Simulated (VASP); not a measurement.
Calculation: PBE GGA, VASP's PBE PAW potentials (set 64) (plane waves; VASP 6.6.1).

The input files of a VASP run:

File POSCAR:
```
C
1
    1.2334575228    -2.1364106012     0.0000000000
    1.2334575228     2.1364106012     0.0000000000
    0.0000000000    -0.0000000000     7.3024063924
C
4
Direct
  0.0000000000   0.0000000000   0.2500000000
  0.0000000000   0.0000000000   0.7500000000
  0.3333330000   0.6666670000   0.2500000000
  0.6666670000   0.3333330000   0.7500000000
```

### KPOINTS
```
Automatic
0
gamma
 15 15 5
0 0 0
```

INCAR:
```
! general
SYSTEM=C
PREC  =Accurate
ENCUT =480   ! plane-wave cut-off (eV)
LREAL =.False.
LASPH =.True.   ! aspherical one-centre terms

! electronic loop
EDIFF =1E-6
NELM  =100   ! most electronic steps
ALGO  =Normal   ! blocked Davidson

! smearing
ISMEAR=1   ! Methfessel-Paxton
SIGMA =0.1

! functional
GGA   =PE   ! PBE

! ions
IBRION=2   ! conjugate gradients
NSW   =60
ISIF  =3
EDIFFG=-0.01

! output
LWAVE =.False.
LCHARG=.False.
```

POTCAR, in this order: C (PBE.64 set). Program: vasp_std.

Output

OSZICAR:
```
...
DAV:   1    -0.368888103724E+02   -0.79831E-03   -0.24817E-02  2068   0.133E+00    0.118E-01
DAV:   2    -0.368882817140E+02    0.52866E-03   -0.72831E-04  2176   0.206E-01    0.627E-02
DAV:   3    -0.368880753924E+02    0.20632E-03   -0.64840E-04  2248   0.174E-01    0.135E-02
DAV:   4    -0.368880760154E+02   -0.62302E-06   -0.12008E-05  2352   0.274E-02    0.101E-02
DAV:   5    -0.368880756827E+02    0.33266E-06   -0.16686E-06  2004   0.132E-02
   3 F= -.36888076E+02 E0= -.36887939E+02  d E =-.673891E-03
       N       E                     dE             d eps       ncg     rms          rms(c)
DAV:   1    -0.368883094164E+02   -0.23340E-03   -0.27942E-03  2032   0.433E-01    0.354E-02
DAV:   2    -0.368882531093E+02    0.56307E-04   -0.72817E-05  2088   0.657E-02    0.191E-02
DAV:   3    -0.368882292660E+02    0.23843E-04   -0.76155E-05  2284   0.595E-02    0.522E-03
DAV:   4    -0.368882293425E+02   -0.76513E-07   -0.14658E-06  1996   0.977E-03
   4 F= -.36888229E+02 E0= -.36888093E+02  d E =-.153660E-03
       N       E                     dE             d eps       ncg     rms          rms(c)
DAV:   1    -0.368893794342E+02   -0.11502E-02   -0.25033E-02  2016   0.129E+00    0.104E-01
DAV:   2    -0.368888847045E+02    0.49473E-03   -0.64256E-04  2080   0.196E-01    0.565E-02
DAV:   3    -0.368886741169E+02    0.21059E-03   -0.67221E-04  2264   0.177E-01    0.157E-02
DAV:   4    -0.368886749730E+02   -0.85612E-06   -0.13189E-05  2276   0.292E-02    0.151E-02
DAV:   5    -0.368886751136E+02   -0.14063E-06   -0.13605E-06  1584   0.118E-02
   5 F= -.36888675E+02 E0= -.36888538E+02  d E =-.599431E-03
       N       E                     dE             d eps       ncg     rms          rms(c)
DAV:   1    -0.368923756030E+02   -0.37006E-02   -0.10041E-01  1992   0.259E+00    0.213E-01
DAV:   2    -0.368903497006E+02    0.20259E-02   -0.26074E-03  2024   0.394E-01    0.115E-01
DAV:   3    -0.368894922994E+02    0.85740E-03   -0.27564E-03  2252   0.358E-01    0.316E-02
DAV:   4    -0.368894957955E+02   -0.34961E-05   -0.54026E-05  2244   0.589E-02    0.302E-02
DAV:   5    -0.368894946844E+02    0.11111E-05   -0.55175E-06  2248   0.229E-02    0.102E-02
DAV:   6    -0.368894961284E+02   -0.14439E-05   -0.19394E-05  2192   0.351E-02    0.166E-02
DAV:   7    -0.368894919235E+02    0.42049E-05   -0.52844E-06  2208   0.176E-02    0.471E-03
DAV:   8    -0.368894921468E+02   -0.22328E-06   -0.12408E-07  1236   0.320E-03
   6 F= -.36889492E+02 E0= -.36889355E+02  d E =-.141646E-02
       N       E                     dE             d eps       ncg     rms          rms(c)
DAV:   1    -0.369020671626E+02   -0.12575E-01   -0.39275E-01  1992   0.511E+00    0.414E-01
DAV:   2    -0.368942131312E+02    0.78540E-02   -0.10040E-02  1984   0.775E-01    0.225E-01
DAV:   3    -0.368908456396E+02    0.33675E-02   -0.10856E-02  2208   0.708E-01    0.640E-02
DAV:   4    -0.368908623257E+02   -0.16686E-04   -0.21579E-04  2236   0.118E-01    0.641E-02
DAV:   5    -0.368908644417E+02   -0.21160E-05   -0.86873E-06  2388   0.250E-02    0.464E-02
DAV:   6    -0.368908913664E+02   -0.26925E-04   -0.38940E-04  2108   0.158E-01    0.102E-01
DAV:   7    -0.368908569733E+02    0.34393E-04   -0.51261E-05  2104   0.589E-02    0.303E-02
DAV:   8    -0.368908450144E+02    0.11959E-04   -0.37829E-05  2176   0.496E-02    0.321E-02
DAV:   9    -0.368908492169E+02   -0.42025E-05   -0.52872E-06  2180   0.202E-02    0.551E-03
DAV:  10    -0.368908499336E+02   -0.71663E-06   -0.13950E-07  1452   0.356E-03
   7 F= -.36890850E+02 E0= -.36890711E+02  d E =-.277425E-02
       N       E                     dE             d eps       ncg     rms          rms(c)
DAV:   1    -0.369364931980E+02   -0.45644E-01   -0.15297E+00  1984   0.100E+01    0.813E-01
DAV:   2    -0.369058170500E+02    0.30676E-01   -0.39101E-02  1988   0.153E+00    0.444E-01
DAV:   3    -0.368924377746E+02    0.13379E-01   -0.43561E-02  2204   0.141E+00    0.130E-01
DAV:   4    -0.368925121935E+02   -0.74419E-04   -0.88840E-04  2200   0.237E-01    0.134E-01
DAV:   5    -0.368925314306E+02   -0.19237E-04   -0.26496E-05  2448   0.415E-02    0.132E-01
DAV:   6    -0.368936206499E+02   -0.10892E-02   -0.39097E-03  2176   0.529E-01    0.865E-01
DAV:   7    -0.368926665117E+02    0.95414E-03   -0.12106E-02  2132   0.912E-01    0.300E-01
DAV:   8    -0.368924599816E+02    0.20653E-03   -0.74936E-04  2112   0.239E-01    0.136E-02
DAV:   9    -0.368924442520E+02    0.15730E-04   -0.11327E-04  2196   0.881E-02    0.920E-02
DAV:  10    -0.368924670402E+02   -0.22788E-04   -0.11225E-04  2188   0.910E-02    0.275E-02
DAV:  11    -0.368924594282E+02    0.76120E-05   -0.12548E-05  2216   0.282E-02    0.466E-03
DAV:  12    -0.368924597353E+02   -0.30702E-06   -0.14762E-07  1516   0.349E-03
   8 F= -.36892460E+02 E0= -.36892316E+02  d E =-.438405E-02
       N       E                     dE             d eps       ncg     rms          rms(c)
DAV:   1    -0.368940935913E+02   -0.16342E-02   -0.48459E-02  1960   0.205E+00    0.130E-01
DAV:   2    -0.368935822808E+02    0.51131E-03   -0.85505E-04  2404   0.234E-01    0.853E-02
DAV:   3    -0.368932948365E+02    0.28744E-03   -0.73230E-04  2300   0.191E-01    0.141E-02
DAV:   4    -0.368932936747E+02    0.11618E-05   -0.25925E-05  2264   0.389E-02    0.718E-03
DAV:   5    -0.368932942505E+02   -0.57587E-06   -0.22893E-06  2100   0.144E-02
   9 F= -.36893294E+02 E0= -.36893150E+02  d E =-.834515E-03
       N       E                     dE             d eps       ncg     rms          rms(c)
DAV:   1    -0.368934159109E+02   -0.12224E-03   -0.24371E-03  1948   0.461E-01    0.299E-02
DAV:   2    -0.368933889333E+02    0.26978E-04   -0.43361E-05  2420   0.526E-02    0.196E-02
DAV:   3    -0.368933729664E+02    0.15967E-04   -0.37284E-05  2308   0.432E-02    0.320E-03
DAV:   4    -0.368933730073E+02   -0.40829E-07   -0.13373E-06  1884   0.893E-03
  10 F= -.36893373E+02 E0= -.36893229E+02  d E =-.913272E-03
       N       E                     dE             d eps       ncg     rms          rms(c)
DAV:   1    -0.368933730555E+02   -0.89061E-07   -0.11121E-05  2108   0.309E-02    0.185E-03
DAV:   2    -0.368933728545E+02    0.20095E-06   -0.19255E-07  1264   0.366E-03
  11 F= -.36893373E+02 E0= -.36893229E+02  d E =-.913119E-03
       N       E                     dE             d eps       ncg     rms          rms(c)
DAV:   1    -0.368933966943E+02   -0.23639E-04   -0.36178E-04  2008   0.155E-01    0.125E-02
DAV:   2    -0.368933897178E+02    0.69765E-05   -0.92004E-06  2032   0.235E-02    0.679E-03
DAV:   3    -0.368933866689E+02    0.30489E-05   -0.96385E-06  2212   0.212E-02    0.193E-03
DAV:   4    -0.368933866808E+02   -0.11864E-07   -0.17595E-07  1176   0.357E-03
  12 F= -.36893387E+02 E0= -.36893243E+02  d E =-.138262E-04
       N       E                     dE             d eps       ncg     rms          rms(c)
DAV:   1    -0.368935143107E+02   -0.12764E-03   -0.31053E-03  1968   0.456E-01    0.364E-02
DAV:   2    -0.368934531552E+02    0.61155E-04   -0.78421E-05  2012   0.686E-02    0.198E-02
DAV:   3    -0.368934264954E+02    0.26660E-04   -0.83776E-05  2248   0.624E-02    0.571E-03
DAV:   4    -0.368934266171E+02   -0.12170E-06   -0.16618E-06  1928   0.105E-02
  13 F= -.36893427E+02 E0= -.36893283E+02  d E =-.537625E-04
       N       E                     dE             d eps       ncg     rms          rms(c)
DAV:   1    -0.368938444791E+02   -0.41798E-03   -0.12384E-02  1984   0.911E-01    0.722E-02
DAV:   2    -0.368936023829E+02    0.24210E-03   -0.31156E-04  2000   0.137E-01    0.393E-02
DAV:   3    -0.368934969773E+02    0.10541E-03   -0.33274E-04  2240   0.124E-01    0.114E-02
DAV:   4    -0.368934974763E+02   -0.49905E-06   -0.66237E-06  2160   0.209E-02
  14 F= -.36893497E+02 E0= -.36893353E+02  d E =-.124622E-03
```

OUTCAR:
```
------------------------ aborting loop because EDIFF is reached ----------------------------------------
  FORCE on cell =-STRESS in cart. coord.  units (eV):
  Direction    XX          YY          ZZ          XY          YZ          ZX
  --------------------------------------------------------------------------------------
  Total       -0.0003664     -0.0003664      0.0282975     -0.0000000      0.0000000      0.0000000
  in kB       -0.0146165     -0.0146165      1.1288744     -0.0000000      0.0000000      0.0000000
  external PRESSURE =       0.3665471 kB  Pullay stress =       0.0000000 kB
  volume of cell :       40.16
      direct lattice vectors                 reciprocal lattice vectors
     1.233792564 -2.136990910 -0.000000000     0.405254509 -0.233973854 -0.000000000
     1.233792564  2.136990910  0.000000000     0.405254509  0.233973854 -0.000000000
     0.000000000 -0.000000000  7.616188037    -0.000000000 -0.000000000  0.131299279
 POSITION                                       TOTAL-FORCE (eV/Angst)
 -----------------------------------------------------------------------------------
      0.00000     -0.00000      1.90405         0.000000     -0.000000     -0.000000
      1.23379     -2.13699      5.71214         0.000000     -0.000000      0.000000
      1.23379      0.71233      1.90405         0.000000      0.000000     -0.000000
      1.23379     -0.71233      5.71214        -0.000000     -0.000000      0.000000
 -----------------------------------------------------------------------------------
    total drift:                                0.000000     -0.000000      0.000000
  FREE ENERGIE OF THE ION-ELECTRON SYSTEM (eV)
  ---------------------------------------------------
  free  energy   TOTEN  =       -36.8934974763 eV

  energy  without entropy=      -36.8930640134  energy(sigma->0) =      -36.89335299

 reached required accuracy - stopping structural energy minimisation
```
(Selected blocks of OUTCAR.)

CONTCAR:
```
C
   1.00000000000000
     1.2337925644977958   -2.1369909100839730   -0.0000000000000000
     1.2337925644977958    2.1369909100839730    0.0000000000000000
     0.0000000000000000   -0.0000000000000000    7.6161880369613701
  C
     4
Direct
     0.0000000000000000    0.0000000000000000    0.2500000000000000
     1.0000000000000000    0.0000000000000000    0.7500000000000000
     0.3333330000000032    0.6666669999999968    0.2500000000000000
     0.6666669999999968    0.3333330000000032    0.7500000000000000
```

Energy and stress use the plane-wave basis of the starting cell. Without a dispersion term in the relaxation, distances and binding between the weakly bound layers, chains or molecules are unreliable, and so is what depends on them.

The compound is C in the graphite structure. This run relaxes it. Symmetry was kept, so distortions that lower it aren't found. The start is the result of an earlier pass.
